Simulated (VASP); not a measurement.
# In2WSe3 (P-6m2) in VASP: notebook

One crystal, In2WSe3, is run at these levels: PBE; tasks: single point, relaxation of cell and atoms.

All numbers are computed with VASP 6.6.1; they aren't measurements. Logs are shortened: lines on timing, memory, paths and dates and some standing lists are left out, and cuts for length are marked.

## Step 1: Starting point

It takes space group P-6m2 (No. 187, hexagonal). Conventional cell: a = 3.473 Å, b = 3.473 Å, c = 15.407 Å, α = 90.00°, β = 90.00°, γ = 120.00°. In (site symmetry 3m) is surrounded by 3 Se at 2.89 Å. W (site symmetry -6m2) is surrounded by 6 Se at 2.58 Å. Se (site symmetry 3m) has 3 W at 2.58 Å as nearest neighbours. Around Se (site symmetry -6m2) lie 6 In at 2.89 Å.

The cell was built by a generator and needn't be a form met in nature.

## Step 2: Single point, PBE

INCAR

```
PREC     = Normal         # precision mode
ENCUT    = 520            # plane-wave cutoff, eV
EDIFF    = 1E-5           # SCF threshold, eV
ISMEAR   = 0              # smearing method
SIGMA    = 0.15           # smearing width, eV
LREAL    = Auto         
LASPH    = T              # aspherical terms in the spheres
NELM     = 80             # most SCF steps
ALGO     = Fast           # electronic algorithm
ISIF     = 2              # what is computed and relaxed
LWAVE    = F              # write WAVECAR
LCHARG   = F              # write CHGCAR
GGA      = PE             # functional
NBANDS   = 70             # bands
KPAR     = 4
```

KPOINTS

```
Automatic mesh
0
Gamma
  4 4 2
```

POSCAR

```
In2WSe3
1.0
    3.4730180000      0.0000000000      0.0000000000
   -3.4730180000      6.0154440000      0.0000000000
    0.0000000000      0.0000000000     15.4070100000
In W Se
4 2 6
Direct
    0.6666670000      0.1666665000      0.6349230000
    0.6666670000      0.6666665000      0.6349230000
    0.6666670000      0.1666665000      0.3650770000
    0.6666670000      0.6666665000      0.3650770000
    0.0000000000      0.0000000000      0.0000000000
    0.0000000000      0.5000000000      0.0000000000
    0.3333330000      0.3333335000      0.8943480000
    0.3333330000      0.8333335000      0.8943480000
    0.3333330000      0.3333335000      0.1056520000
    0.3333330000      0.8333335000      0.1056520000
    0.0000000000      0.0000000000      0.5000000000
    0.0000000000      0.5000000000      0.5000000000
```

Potentials or basis: VASP PAW PBE potentials, release 64 (In_d, W_sv, Se).

On the command line:

```sh
> cat potpaw_PBE.64/In_d/POTCAR potpaw_PBE.64/W_sv/POTCAR potpaw_PBE.64/Se/POTCAR > POTCAR
> mpirun -np 4 vasp_std > vasp.out
```

OUTCAR:

```text
PREC = Normal
   ENCUT = 520
   EDIFF = 1E-5
   ISMEAR = 0
   LREAL = Auto
   LASPH = T
   NELM = 80
   ISIF = 2
   GGA = PE

 ion  position               nearest neighbor table
   1  0.667  0.167  0.635-  11 2.89  11 2.89  12 2.89   2 3.47   2 3.47   2 3.47   2 3.47
   2  0.667  0.667  0.635-  12 2.89  12 2.89  11 2.89   1 3.47   1 3.47   1 3.47   1 3.47
   3  0.667  0.167  0.365-  11 2.89  11 2.89  12 2.89   4 3.47   4 3.47   4 3.47   4 3.47
   4  0.667  0.667  0.365-  12 2.89  12 2.89  11 2.89   3 3.47   3 3.47   3 3.47   3 3.47
   5  0.000  0.000  0.000-   8 2.58  10 2.58   8 2.58  10 2.58   9 2.58   7 2.58   6 3.47   6 3.47
                             6 3.47   6 3.47
   6  0.000  0.500  0.000-   7 2.58   9 2.58   7 2.58   9 2.58   8 2.58  10 2.58   5 3.47   5 3.47
                             5 3.47   5 3.47
   7  0.333  0.333  0.894-   6 2.58   6 2.58   5 2.58
   8  0.333  0.833  0.894-   5 2.58   5 2.58   6 2.58
   9  0.333  0.333  0.106-   6 2.58   6 2.58   5 2.58
  10  0.333  0.833  0.106-   5 2.58   5 2.58   6 2.58
  11  0.000  0.000  0.500-   1 2.89   3 2.89   1 2.89   3 2.89   2 2.89   4 2.89
  12  0.000  0.500  0.500-   2 2.89   4 2.89   2 2.89   4 2.89   3 2.89   1 2.89

  LATTYP: Found a simple orthorhombic cell.
 ALAT       =     3.4730180000
 B/A-ratio  =     1.7320509136
 C/A-ratio  =     4.4362021734

  Lattice vectors:

 A1 = (   3.4730180000,   0.0000000000,   0.0000000000)
 A2 = (   0.0000000000,   6.0154440000,   0.0000000000)
 A3 = (   0.0000000000,   0.0000000000,  15.4070100000)

Analysis of symmetry for initial positions (statically):
=====================================================================
 Subroutine PRICEL returns following result:

  LATTYP: Found a hexagonal cell.
 ALAT       =     3.4730180000
 C/A-ratio  =     4.4362021734

  Lattice vectors:

 A1 = (   3.4730180000,   0.0000000000,   0.0000000000)
 A2 = (  -1.7365090000,   3.0077220000,   0.0000000000)
 A3 = (   0.0000000000,   0.0000000000,  15.4070100000)

   2 primitive cells build up your supercell.

 Routine SETGRP: Setting up the symmetry group for a
 simple orthorhombic supercell.

 Subroutine GETGRP returns: Found  4 space group operations
 (whereof  4 operations were pure point group operations)
 out of a pool of  8 trial point group operations.

The static configuration has the point symmetry C_2v.

Analysis of symmetry for dynamics (positions and initial velocities):
=====================================================================
 Subroutine PRICEL returns following result:

  LATTYP: Found a hexagonal cell.
 ALAT       =     3.4730180000
 C/A-ratio  =     4.4362021734

  Lattice vectors:

 A1 = (   3.4730180000,   0.0000000000,   0.0000000000)
 A2 = (  -1.7365090000,   3.0077220000,   0.0000000000)
 A3 = (   0.0000000000,   0.0000000000,  15.4070100000)

   2 primitive cells build up your supercell.

 Routine SETGRP: Setting up the symmetry group for a
 simple orthorhombic supercell.

 Subroutine GETGRP returns: Found  4 space group operations
 (whereof  4 operations were pure point group operations)
 out of a pool of  8 trial point group operations.

The dynamic configuration has the point symmetry C_2v.

 Subroutine INISYM returns: Found  4 space group operations
 (whereof  4 operations are pure point group operations),
 and found     2 'primitive' translations

----------------------------------------------------------------------------------------

                                     Primitive cell

  volume of cell :     160.9397

  direct lattice vectors                    reciprocal lattice vectors
     3.473018000  0.000000000  0.000000000     0.287934010  0.166238768  0.000000000
    -1.736509000  3.007722000  0.000000000     0.000000000  0.332477536  0.000000000
     0.000000000  0.000000000 15.407010000     0.000000000  0.000000000  0.064905520

  length of vectors
     3.473018000  3.473018160 15.407010000     0.332477551  0.332477536  0.064905520

  position of ions in fractional coordinates (direct lattice)
     0.666667000  0.333333000  0.634923000
     0.666667000  0.333333000  0.365077000
     0.000000000  0.000000000  0.000000000
     0.333333000  0.666667000  0.894348000
     0.333333000  0.666667000  0.105652000
     0.000000000  0.000000000  0.500000000

  ion indices of the primitive-cell ions
   primitive index   ion index
                 1           1
                 2           3
                 3           5
                 4           7
                 5           9
                 6          11

----------------------------------------------------------------------------------------

 KPOINTS: Automatic mesh

Automatic generation of k-mesh.
 Grid dimensions read from file:
 generate k-points for:    4    4    2

 Generating k-lattice:

  Cartesian coordinates                     Fractional coordinates (reciprocal lattice)
     0.071983503  0.041559692  0.000000000     0.250000000 -0.000000000  0.000000000
[... 60 lines left out ...]
   IALGO  =     68    algorithm
   IMIX   =      4    mixing-type and parameters
     AMIX     =   0.40;   BMIX     =  1.00
     AMIX_MAG =   1.60;   BMIX_MAG =  1.00
  volume/ion in A,a.u.               =      26.82       181.01
  Fermi-wavevector in a.u.,A,eV,Ry     =   1.165010  2.201550 18.466497  1.357249
  Thomas-Fermi vector in A             =   2.301541
   LORBIT       =      0    0 simple, 1 ext, 2 COOP (PROOUT), +10 PAW based schemes
   GGA     = PE    functional components
   LHFCALC =     F    Hartree Fock is set to
   AEXX    =    0.0000 exact exchange contribution
   IVDW    =     0    specifies the selected vdW correction
   LEPSILON=     F    determine dielectric tensor
   LRPA    =     F    only Hartree local field effects (RPA)
 non-spin polarized calculation
 RMM-DIIS sequential band-by-band and
 Gauss-broadening in eV      SIGMA  =   0.15
  energy-cutoff  :      520.00
  volume of cell :      321.88
 maximum number of plane-waves:      8732
   NGX = 13   NGY = 25   NGZ = 57

 number of electron     115.9999934 magnetization

 Free energy of the ion-electron system (eV)
  ---------------------------------------------------
  ext. energy  EPLUGINS =         0.00000000
  ---------------------------------------------------
  free energy    TOTEN  =       -60.62978277 eV

  energy without entropy =      -60.61725984  energy(sigma->0) =      -60.62352131

 E-fermi :   5.0056     XC(G=0):  -9.3878

 val. band max:        4.7241617004   @ k =   0.0000   0.0000   0.5000
 cond. band min:       5.0101258198   @ k =   0.0000   0.2500   0.0000
 fundamental gap:      0.2859641194
 Fermi energy:         5.0055879843

 k-point     1 :       0.0000    0.0000    0.0000
  band No.  band energies     occupation
      1     -70.2198      2.00000
      2     -70.2154      2.00000
      3     -34.4981      2.00000
      4     -34.3925      2.00000
      5     -34.3713      2.00000
      6     -34.3621      2.00000
[... 62 lines left out ...]
     69       8.1122      0.00000
     70       8.6266      0.00000

 k-point     2 :       0.2500    0.0000    0.0000
  band No.  band energies     occupation
      1     -70.2176      2.00000
      2     -70.2154      2.00000
      3     -34.4729      2.00000
      4     -34.4286      2.00000
      5     -34.4180      2.00000
      6     -34.3839      2.00000
[... 62 lines left out ...]
     69       8.1370      0.00000
     70       8.1906      0.00000

 k-point     3 :       0.5000    0.0000    0.0000
  band No.  band energies     occupation
      1     -70.2154      2.00000
      2     -70.2154      2.00000
      3     -34.4914      2.00000
      4     -34.4914      2.00000
      5     -34.3992      2.00000
      6     -34.3992      2.00000
[... 1084 lines left out ...]
     69       8.3080      0.00000
     70       9.2073      0.00000

 k-point    18 :       0.5000    0.5000    0.5000
  band No.  band energies     occupation
      1     -70.2154      2.00000
      2     -70.2154      2.00000
      3     -34.4659      2.00000
      4     -34.4659      2.00000
      5     -34.4250      2.00000
      6     -34.4250      2.00000
[... 62 lines left out ...]
     69       7.3597      0.00000
     70       8.1669      0.00000

------------------------ aborting loop because EDIFF is reached ----------------------------------------

  FORCE on cell =-STRESS in cart. coord.  units (eV):
  Direction    XX          YY          ZZ          XY          YZ          ZX
  --------------------------------------------------------------------------------------
  -------------------------------------------------------------------------------------
  Total       -1.9160913      0.0636676      1.9065108      0.0000000      0.0000000      0.0000000
  in kB       -9.5374812      0.3169099      9.4897933      0.0000000      0.0000000      0.0000000
  external PRESSURE =       0.0897407 kB  Pullay stress =       0.0000000 kB

 VOLUME and BASIS-vectors are now :
 -----------------------------------------------------------------------------
  energy-cutoff  :      520.00
  volume of cell :      321.88
      direct lattice vectors                 reciprocal lattice vectors
     3.473018000  0.000000000  0.000000000     0.287934010  0.166238768  0.000000000
    -3.473018000  6.015444000  0.000000000     0.000000000  0.166238768  0.000000000
     0.000000000  0.000000000 15.407010000     0.000000000  0.000000000  0.064905520

 POSITION                                       TOTAL-FORCE (eV/Angst)
 -----------------------------------------------------------------------------------
      1.73651      1.00257      9.78227        -0.000000      0.034824      0.255459
      0.00000      4.01029      9.78227        -0.000000      0.034824      0.255459
      1.73651      1.00257      5.62474        -0.000000      0.034824     -0.255459
      0.00000      4.01029      5.62474        -0.000000      0.034824     -0.255459
      0.00000      0.00000      0.00000        -0.000000     -0.010545      0.000000
     -1.73651      3.00772      0.00000        -0.000000     -0.010545      0.000000
     -0.00000      2.00515     13.77923        -0.000000      0.005288     -0.012116
     -1.73651      5.01287     13.77923        -0.000000      0.005288     -0.012116
     -0.00000      2.00515      1.62778        -0.000000      0.005288      0.012116
     -1.73651      5.01287      1.62778        -0.000000      0.005288      0.012116
      0.00000      0.00000      7.70350         0.000000     -0.069679      0.000000
     -1.73651      3.00772      7.70350         0.000000     -0.069679      0.000000
 -----------------------------------------------------------------------------------
    total drift:                               -0.000560      0.000186     -0.000000

  FREE ENERGIE OF THE ION-ELECTRON SYSTEM (eV)
  ---------------------------------------------------
  free  energy   TOTEN  =       -60.6297827719 eV

  energy  without entropy=      -60.6172598409  energy(sigma->0) =      -60.62352131
```

Run time: 72 s. Hardware: 4 MPI ranks of Intel Xeon Platinum 8488C (Sapphire Rapids), shared host; peak memory 0.41 GiB.

Results:

```
Free energy            : -60.6298 eV
Pressure               : 0.0 GPa
Largest force          : 0.258 eV/Å
Band gap on the k mesh : none (metal or under the smearing width)
```

Forces on the atoms (eV/Å):
```
In   0.000  0.035  0.255
In   0.000  0.035  0.255
In   0.000  0.035 -0.255
In   0.000  0.035 -0.255
W    0.000 -0.011  0.000
W    0.000 -0.011  0.000
Se   0.000  0.005 -0.012
Se   0.000  0.005 -0.012
Se   0.000  0.005  0.012
Se   0.000  0.005  0.012
Se   0.000 -0.070  0.000
Se   0.000 -0.070  0.000
```

Levels at points of the mesh, in eV from the Fermi level:
```tsv
k point	band 55	band 56	band 57	band 58	band 59	band 60	band 61	band 62
(0.00, 0.00, 0.00)	-1.15	-0.93	-0.29	0.26	0.29	0.85	1.18	1.31
(0.50, 0.00, 0.00)	-1.47	-1.47	-1.14	-1.14	-0.30	-0.30	0.85	0.85
(0.00, 0.50, 0.00)	-1.20	-1.20	-0.53	-0.53	1.01	1.01	1.13	1.13
(0.50, 0.50, 0.00)	-1.54	-1.54	-1.53	-1.53	0.76	0.77	0.92	0.92
(0.00, 0.00, 0.50)	-1.15	-0.74	-0.28	0.26	0.29	0.85	1.14	1.33
(0.50, 0.00, 0.50)	-1.47	-1.47	-1.14	-1.14	-0.28	-0.28	0.85	0.85
(0.00, 0.50, 0.50)	-1.32	-1.32	-0.53	-0.53	1.10	1.10	1.13	1.13
(0.50, 0.50, 0.50)	-1.60	-1.60	-1.50	-1.50	0.71	0.71	0.93	0.94
```

Caveat: the k mesh is coarse (spacing up to 0.52 Å⁻¹), so the values aren't converged; this functional lacks dispersion, which binds the layers, so the pressure and a relaxed spacing across them are unreliable.

## Step 3: Relaxation of cell and atoms, PBE

This run uses another cell than the first one, of 27.00 Å³/atom, 1.007 times its volume.

INCAR

```
SYSTEM = In2WSe3
  ALGO = Fast
  EDIFF = 1E-5
  EDIFFG = -0.03
  ENCUT = 520
  GGA = PE
  IBRION = 2
  ISIF = 3
  ISMEAR = 0
  ISYM = 0
  KPAR = 4
  LASPH = .TRUE.
  LCHARG = .FALSE.
  LREAL = Auto
  LWAVE = .FALSE.
  NELM = 80
  NSW = 110
  PREC = Normal
  SIGMA = 0.15
```

KPOINTS

```
k-points
0
G
  4 4 2
  0 0 0
```

POSCAR

```
In2WSe3
1.0
    3.5273287600     -0.0313214200      0.0001100600
   -3.5815790500      6.1202288800      0.0050912200
    0.0004882500      0.0133217300     15.0885867700
In W Se
4 2 6
Direct
    0.6240703900      0.1626502400      0.6439969100
    0.7089647400      0.6770275700      0.6365466500
    0.6751852200      0.1947993200      0.3687633900
    0.7241015800      0.6732057600      0.3742354000
    0.0260100500      0.0161000200      0.0034814000
    0.0497149400      0.4884821800      0.0003602600
    0.2870789700      0.3192873000      0.8985971700
    0.3527374800      0.8505113700      0.9106388900
    0.3294822400      0.3401523500      0.1029446900
    0.3388228700      0.8054812400      0.1018417400
    0.9815004600      0.9603108500      0.5040978500
    0.0594334700      0.5377927100      0.4950701400
```

Potentials or basis: VASP PAW PBE potentials, release 64 (In_d, W_sv, Se).

On the command line:

```sh
> cat potpaw_PBE.64/In_d/POTCAR potpaw_PBE.64/W_sv/POTCAR potpaw_PBE.64/Se/POTCAR > POTCAR
> mpirun -np 4 vasp_std > vasp.out
```

Run time: 18 min. Hardware: 4 MPI ranks of Intel Xeon Platinum 8488C (Sapphire Rapids), shared host; peak memory 0.46 GiB.

The run converged. Its results:

```yaml
Free_energy: -60.6775 eV
Relaxed_volume: 26.89 Å³/atom
Relaxed_cell: a = 3.409 Å, b = 6.932 Å, c = 15.684 Å, α = 88.98°, β = 90.15°, γ = 119.48°
Space_group_after_relaxing_to_0.05_Å: Pc (No. 7)
Energy_gained_by_relaxing: 215.4 meV/atom
Ionic_steps: 35
Pressure_after_relaxing: 0.1 GPa
Largest_force_after_relaxing: 0.025 eV/Å
Band_gap_on_the_k_mesh: none (metal or under the smearing width)
```

Forces on the atoms (eV/Å):
```
In  -0.003 -0.007  0.003
In  -0.011  0.000 -0.001
In   0.008 -0.001 -0.002
In  -0.011  0.007  0.001
W    0.003  0.019 -0.001
W    0.002 -0.020 -0.004
Se   0.011  0.003 -0.022
Se   0.004 -0.003  0.021
Se  -0.008 -0.005  0.019
Se   0.000  0.001 -0.006
Se   0.018 -0.012 -0.004
Se  -0.015  0.017 -0.005
```

The path:
```csv
step,energy change (eV),largest force (eV/Å),pressure (GPa),volume (Å³)
1,0.0000,5.1352,5.89,324.04
2,-0.5730,2.9018,-7.52,372.35
3,-1.6774,1.3842,-3.19,348.17
4,-1.6791,1.3804,-3.03,347.45
5,-2.3048,0.8823,-0.83,329.89
6,-2.3529,1.3381,0.69,322.72
7,-2.3551,1.1805,0.50,323.87
8,-2.5007,0.6062,0.04,323.34
9,-2.5153,0.5040,-0.14,323.09
10,-2.5447,0.2818,0.32,321.83
11,-2.5448,0.2988,0.34,321.78
12,-2.5623,0.1673,-0.07,323.95
13,-2.5632,0.1944,-0.18,324.56
14,-2.5702,0.1344,0.02,323.78
15,-2.5705,0.1637,0.04,323.63
16,-2.5737,0.0964,-0.07,323.71
17,-2.5739,0.1105,-0.10,323.73
18,-2.5762,0.0705,-0.03,323.12
19,-2.5768,0.0731,-0.03,322.80
20,-2.5768,0.1211,0.10,322.14
21,-2.5771,0.0851,0.11,322.45
22,-2.5788,0.0859,0.03,322.63
23,-2.5797,0.1068,0.01,322.79
24,-2.5795,0.1613,-0.03,323.11
25,-2.5800,0.1222,-0.11,322.91
26,-2.5814,0.0746,0.03,322.53
27,-2.5816,0.0796,0.03,322.39
28,-2.5825,0.0513,0.11,322.51
29,-2.5833,0.1093,-0.02,322.88
30,-2.5834,0.0685,-0.05,322.78
31,-2.5839,0.0608,-0.02,322.70
32,-2.5844,0.0491,0.01,322.57
33,-2.5840,0.0980,0.10,322.31
34,-2.5845,0.0535,0.03,322.50
35,-2.5848,0.0253,0.06,322.63
```

Final structure:
```
In W Se
1.0
     3.40925   -0.00162   -0.00549
    -3.40875    6.03602    0.06476
    -0.01515    0.14465   15.68379
In W Se
4 2 6
Direct
  0.67472 0.16991 0.63988
  0.68908 0.66858 0.64080
  0.68563 0.18258 0.36815
  0.70275 0.68352 0.36716
  0.00886 0.99814 0.00269
  0.01078 0.49912 0.00276
  0.34572 0.33598 0.89869
  0.34488 0.83595 0.89831
  0.33885 0.32561 0.10687
  0.33804 0.82574 0.10709
  0.00378 0.99991 0.50421
  0.01402 0.50075 0.50397
```

Levels at points of the mesh, in eV from the Fermi level:
```
           k point  band 55  band 56  band 57  band 58  band 59  band 60  band 61  band 62
(0.00, 0.00, 0.00)    -1.18    -1.01    -0.80     0.17     0.35     0.75     0.98     1.06
(0.50, 0.00, 0.00)    -1.83    -1.80    -1.27    -1.25    -0.68    -0.66     0.72     0.74
(0.00, 0.50, 0.00)    -1.63    -1.61    -0.41    -0.40     0.76     0.78     1.06     1.09
(0.50, 0.50, 0.00)    -1.78    -1.74    -1.70    -1.68     0.52     0.57     0.71     0.73
(0.00, 0.00, 0.50)    -1.01    -1.01    -0.79     0.17     0.35     0.75     0.92     1.10
(0.50, 0.00, 0.50)    -1.83    -1.80    -1.27    -1.25    -0.67    -0.65     0.72     0.74
(0.00, 0.50, 0.50)    -1.71    -1.69    -0.41    -0.40     0.84     0.86     1.06     1.09
(0.50, 0.50, 0.50)    -1.81    -1.78    -1.69    -1.66     0.46     0.50     0.74     0.77
```

Caveat: the k mesh is coarse (spacing up to 0.52 Å⁻¹), so the values aren't converged. The run has no spin-orbit coupling, so splittings on W are missing.
